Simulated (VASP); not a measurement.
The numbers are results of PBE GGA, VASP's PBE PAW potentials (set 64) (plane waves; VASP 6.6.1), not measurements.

VASP ran on this input.

File KPOINTS:
```
Automatic mesh
0
Gamma
5 5 4
0 0 0
```

### POSCAR
```
PbO
1
    3.9687320000     0.0000000000     0.0000000000
    0.0000000000     3.9873450000     0.0000000000
    0.0000000000     0.0000000000     5.0422390000
Pb O
2 2
Direct
  0.5000000000   0.0000000000   0.7650000000
  0.0000000000   0.5000000000   0.2350000000
  0.5000000000   0.5000000000   0.0000000000
  0.0101980000   0.0000000000   0.0000000000
```

### INCAR
```
EDIFF = 1E-6
IMIX = 1
LREAL = .FALSE.
ISIF = 2   ! forces and stress, cell fixed
ISMEAR = 0
BMIX = 1.0
AMIX = 0.6
LASPH = .TRUE.   ! aspherical one-centre terms
SYSTEM = PbO
ENCUT = 520   ! plane-wave cut-off (eV)
PREC = Accurate
GGA = PE   ! PBE
LCHARG = .FALSE.
LWAVE = .FALSE.
LMAXMIX = 4
ALGO = Normal   ! blocked Davidson
NELM = 100
SIGMA = 0.05   ! width (eV)
```

POTCAR, in this order: Pb_d O (PBE.64 set). Program: vasp_std.

Output of the run:

**OSZICAR**
```
...
DAV:   1     0.449999287618E+03    0.45000E+03   -0.20187E+04  1584   0.198E+03
DAV:   2     0.318483459979E+02   -0.41815E+03   -0.41135E+03  1696   0.495E+02
DAV:   3    -0.241832223883E+02   -0.56032E+02   -0.55002E+02  2136   0.193E+02
DAV:   4    -0.259965219842E+02   -0.18133E+01   -0.18122E+01  1776   0.399E+01
DAV:   5    -0.260635975968E+02   -0.67076E-01   -0.67070E-01  2224   0.729E+00    0.124E+01
DAV:   6    -0.249801636367E+02    0.10834E+01   -0.85107E+01  2600   0.696E+01    0.142E+01
DAV:   7    -0.255048345096E+02   -0.52467E+00   -0.98029E+01  2680   0.755E+01    0.120E+01
DAV:   8    -0.239395920307E+02    0.15652E+01   -0.71046E+01  2872   0.639E+01    0.115E+01
DAV:   9    -0.243506088819E+02   -0.41102E+00   -0.72295E+01  2688   0.675E+01    0.105E+01
DAV:  10    -0.233057144667E+02    0.10449E+01   -0.53724E+01  2680   0.547E+01    0.976E+00
DAV:  11    -0.235756943620E+02   -0.26998E+00   -0.53629E+01  2680   0.597E+01    0.911E+00
DAV:  12    -0.228737373380E+02    0.70196E+00   -0.40960E+01  2640   0.476E+01    0.850E+00
DAV:  13    -0.230510112542E+02   -0.17727E+00   -0.40757E+01  2648   0.526E+01    0.799E+00
DAV:  14    -0.225677756696E+02    0.48324E+00   -0.31953E+01  2664   0.421E+01    0.750E+00
DAV:  15    -0.226892943495E+02   -0.12152E+00   -0.31772E+01  2656   0.467E+01    0.710E+00
DAV:  16    -0.223493266840E+02    0.33997E+00   -0.25539E+01  2648   0.377E+01    0.671E+00
DAV:  17    -0.224330111351E+02   -0.83684E-01   -0.25613E+01  2632   0.419E+01    0.637E+00
DAV:  18    -0.221814810038E+02    0.25153E+00   -0.20734E+01  2608   0.341E+01    0.605E+00
DAV:  19    -0.222407177070E+02   -0.59237E-01   -0.20765E+01  2656   0.380E+01    0.576E+00
DAV:  20    -0.220508051856E+02    0.18991E+00   -0.17053E+01  2624   0.311E+01    0.548E+00
DAV:  21    -0.220924804480E+02   -0.41675E-01   -0.17005E+01  2672   0.341E+01    0.524E+00
DAV:  22    -0.219502199268E+02    0.14226E+00   -0.14187E+01  2624   0.284E+01    0.501E+00
DAV:  23    -0.219824282026E+02   -0.32208E-01   -0.14190E+01  2648   0.310E+01    0.481E+00
DAV:  24    -0.218710290318E+02    0.11140E+00   -0.12019E+01  2592   0.263E+01    0.461E+00
DAV:  25    -0.218910116775E+02   -0.19983E-01   -0.11927E+01  2640   0.283E+01    0.441E+00
DAV:  26    -0.218016699220E+02    0.89342E-01   -0.10138E+01  2600   0.242E+01    0.423E+00
DAV:  27    -0.218163818528E+02   -0.14712E-01   -0.10040E+01  2632   0.259E+01    0.406E+00
DAV:  28    -0.217438050963E+02    0.72577E-01   -0.85839E+00  2616   0.224E+01    0.389E+00
DAV:  29    -0.217534208102E+02   -0.96157E-02   -0.84485E+00  2640   0.237E+01    0.373E+00
DAV:  30    -0.216974335800E+02    0.55987E-01   -0.73090E+00  2624   0.207E+01    0.359E+00
DAV:  31    -0.217048166101E+02   -0.73830E-02   -0.72156E+00  2640   0.219E+01    0.346E+00
DAV:  32    -0.216576657198E+02    0.47151E-01   -0.62630E+00  2624   0.192E+01    0.332E+00
DAV:  33    -0.216616805072E+02   -0.40148E-02   -0.61379E+00  2656   0.201E+01    0.319E+00
DAV:  34    -0.216242885994E+02    0.37392E-01   -0.53638E+00  2624   0.179E+01    0.308E+00
DAV:  35    -0.216279855284E+02   -0.36969E-02   -0.52784E+00  2640   0.186E+01    0.297E+00
DAV:  36    -0.215977628947E+02    0.30223E-01   -0.46541E+00  2624   0.167E+01    0.286E+00
DAV:  37    -0.215993310959E+02   -0.15682E-02   -0.45663E+00  2640   0.173E+01    0.276E+00
DAV:  38    -0.215736931345E+02    0.25638E-01   -0.40240E+00  2632   0.155E+01    0.266E+00
DAV:  39    -0.215750959294E+02   -0.14028E-02   -0.39553E+00  2632   0.160E+01    0.257E+00
DAV:  40    -0.215542169427E+02    0.20879E-01   -0.35064E+00  2648   0.145E+01    0.249E+00
DAV:  41    -0.215559044460E+02   -0.16875E-02   -0.34667E+00  2656   0.150E+01    0.242E+00
DAV:  42    -0.215394983704E+02    0.16406E-01   -0.31058E+00  2648   0.137E+01    0.235E+00
DAV:  43    -0.215413294386E+02   -0.18311E-02   -0.31049E+00  2656   0.141E+01    0.229E+00
DAV:  44    -0.215270092759E+02    0.14320E-01   -0.27820E+00  2656   0.130E+01    0.223E+00
DAV:  45    -0.215287184361E+02   -0.17092E-02   -0.28051E+00  2640   0.133E+01    0.217E+00
DAV:  46    -0.215166115058E+02    0.12107E-01   -0.25012E+00  2664   0.123E+01    0.212E+00
DAV:  47    -0.215199451342E+02   -0.33336E-02   -0.25935E+00  2656   0.126E+01    0.208E+00
DAV:  48    -0.215110841289E+02    0.88610E-02   -0.23248E+00  2688   0.118E+01    0.207E+00
DAV:  49    -0.215180949321E+02   -0.70108E-02   -0.25500E+00  2656   0.122E+01    0.207E+00
DAV:  50    -0.215136871981E+02    0.44077E-02   -0.23225E+00  2704   0.116E+01    0.211E+00
DAV:  51    -0.215300891249E+02   -0.16402E-01   -0.28273E+00  2776   0.123E+01    0.221E+00
DAV:  52    -0.215354362534E+02   -0.53471E-02   -0.27076E+00  2752   0.120E+01    0.236E+00
DAV:  53    -0.215716394827E+02   -0.36203E-01   -0.38251E+00  2808   0.133E+01    0.261E+00
DAV:  54    -0.215974923659E+02   -0.25853E-01   -0.39104E+00  2776   0.138E+01    0.296E+00
DAV:  55    -0.216762231675E+02   -0.78731E-01   -0.63883E+00  2808   0.166E+01    0.340E+00
DAV:  56    -0.217300487717E+02   -0.53826E-01   -0.66372E+00  2832   0.180E+01    0.392E+00
DAV:  57    -0.218831447964E+02   -0.15310E+00   -0.11624E+01  2832   0.220E+01    0.455E+00
DAV:  58    -0.219802948074E+02   -0.97150E-01   -0.11859E+01  2680   0.243E+01    0.528E+00
DAV:  59    -0.222695052657E+02   -0.28921E+00   -0.21279E+01  2800   0.298E+01    0.611E+00
DAV:  60    -0.224455401856E+02   -0.17603E+00   -0.21631E+01  2688   0.330E+01    0.713E+00
DAV:  61    -0.229962343439E+02   -0.55069E+00   -0.38567E+01  2904   0.399E+01    0.829E+00
DAV:  62    -0.233249041467E+02   -0.32867E+00   -0.40827E+01  2752   0.450E+01    0.968E+00
DAV:  63    -0.242565871649E+02   -0.93168E+00   -0.67726E+01  2768   0.526E+01    0.111E+01
DAV:  64    -0.247666028814E+02   -0.51002E+00   -0.74497E+01  2816   0.597E+01    0.127E+01
DAV:  65    -0.260546595697E+02   -0.12881E+01   -0.10982E+02  2792   0.669E+01    0.144E+01
DAV:  66    -0.270361430529E+02   -0.98148E+00   -0.12858E+02  2888   0.756E+01    0.162E+01
DAV:  67    -0.286252729179E+02   -0.15891E+01   -0.16827E+02  2856   0.830E+01    0.179E+01
DAV:  68    -0.299481791350E+02   -0.13229E+01   -0.20041E+02  2896   0.911E+01    0.196E+01
DAV:  69    -0.316771627681E+02   -0.17290E+01   -0.24092E+02  2872   0.994E+01    0.213E+01
DAV:  70    -0.330366605336E+02   -0.13595E+01   -0.27860E+02  2840   0.108E+02    0.224E+01
DAV:  71    -0.335540197897E+02   -0.51736E+00   -0.30066E+02  2800   0.114E+02    0.228E+01
DAV:  72    -0.334281139244E+02    0.12591E+00   -0.30394E+02  2808   0.117E+02    0.226E+01
DAV:  73    -0.331058671137E+02    0.32225E+00   -0.29355E+02  2824   0.118E+02    0.225E+01
DAV:  74    -0.333454151102E+02   -0.23955E+00   -0.29909E+02  2808   0.116E+02    0.227E+01
DAV:  75    -0.336996536031E+02   -0.35424E+00   -0.30663E+02  2808   0.117E+02    0.230E+01
DAV:  76    -0.338002959217E+02   -0.10064E+00   -0.31109E+02  2816   0.118E+02    0.231E+01
DAV:  77    -0.339648586529E+02   -0.16456E+00   -0.31412E+02  2848   0.119E+02    0.233E+01
DAV:  78    -0.340758397834E+02   -0.11098E+00   -0.31685E+02  2816   0.120E+02    0.234E+01
DAV:  79    -0.342870569684E+02   -0.21122E+00   -0.32323E+02  2848   0.120E+02    0.235E+01
DAV:  80    -0.341193630021E+02    0.16769E+00   -0.32073E+02  2824   0.121E+02    0.234E+01
DAV:  81    -0.341155607929E+02    0.38022E-02   -0.31993E+02  2832   0.121E+02    0.234E+01
DAV:  82    -0.340495183444E+02    0.66042E-01   -0.31864E+02  2824   0.121E+02    0.233E+01
DAV:  83    -0.348730548588E+02   -0.82354E+00   -0.32194E+02  2824   0.120E+02    0.234E+01
DAV:  84    -0.388430163110E+02   -0.39700E+01   -0.35674E+02  2808   0.121E+02    0.240E+01
DAV:  85    -0.179808794863E+03   -0.14097E+03   -0.18189E+03  2832   0.132E+02    0.253E+01
DAV:  86    -0.361339877143E+04   -0.34336E+04   -0.36342E+04  2840   0.150E+02    0.272E+01
DAV:  87    -0.983293318661E+04   -0.62195E+04   -0.99070E+04  2848   0.222E+02    0.294E+01
DAV:  88    -0.261323113068E+06   -0.25149E+06   -0.26152E+06  2760   0.331E+02    0.310E+01
DAV:  89    -0.169355964973E+07   -0.14322E+07   -0.16938E+07  2856   0.433E+02    0.348E+01
DAV:  90    -0.760728082868E+07   -0.59137E+07   -0.76078E+07  2912   0.601E+02    0.397E+01
```

**stdout**
```
...
 WARNING: Sub-Space-Matrix is not hermitian in DAV            5
 -0.288858148980811
 WARNING: Sub-Space-Matrix is not hermitian in DAV            6
  -1.14273023731029
 WARNING: Sub-Space-Matrix is not hermitian in DAV            7
  0.104328086805872
 WARNING: Sub-Space-Matrix is not hermitian in DAV            8
   1.64342597436925
 WARNING: Sub-Space-Matrix is not hermitian in DAV            9
  -5.06333290611112
 WARNING: Sub-Space-Matrix is not hermitian in DAV           10
  -1.24444322844884
 WARNING: Sub-Space-Matrix is not hermitian in DAV           11
  -2.98057328678667
 WARNING: Sub-Space-Matrix is not hermitian in DAV           12
  0.157876332961900
 WARNING: Sub-Space-Matrix is not hermitian in DAV           13
  0.342042649835604
 WARNING: Sub-Space-Matrix is not hermitian in DAV           14
   1.70717696507591
 WARNING: Sub-Space-Matrix is not hermitian in DAV           15
  -6.76324124532716
 WARNING: Sub-Space-Matrix is not hermitian in DAV           16
   1.90593288046020

 -----------------------------------------------------------------------------
|                                                                             |
|     EEEEEEE  RRRRRR   RRRRRR   OOOOOOO  RRRRRR      ###     ###     ###     |
|     E        R     R  R     R  O     O  R     R     ###     ###     ###     |
|     E        R     R  R     R  O     O  R     R     ###     ###     ###     |
|     EEEEE    RRRRRR   RRRRRR   O     O  RRRRRR       #       #       #      |
|     E        R   R    R   R    O     O  R   R                               |
|     E        R    R   R    R   O     O  R    R      ###     ###     ###     |
|     EEEEEEE  R     R  R     R  OOOOOOO  R     R     ###     ###     ###     |
|                                                                             |
|     EDDAV: Call to ZHEGV failed. Returncode = 11 2 16                       |
|                                                                             |
|       ---->  I REFUSE TO CONTINUE WITH THIS SICK JOB ... BYE!!! <----       |
|                                                                             |
 -----------------------------------------------------------------------------
```

VASP stops with an error: EDDAV: Call to ZHEGV failed. Returncode = 11 2 16 ----> I REFUSE TO CONTINUE WITH THIS SICK JOB ... BYE!!! <----

The compound is PbO in the litharge structure. The cell was not relaxed at this level. The run is one of a series of settings (AMIX = 0.6, BMIX = 1.0, IMIX = 1 against the base run), some of them coarse on purpose.
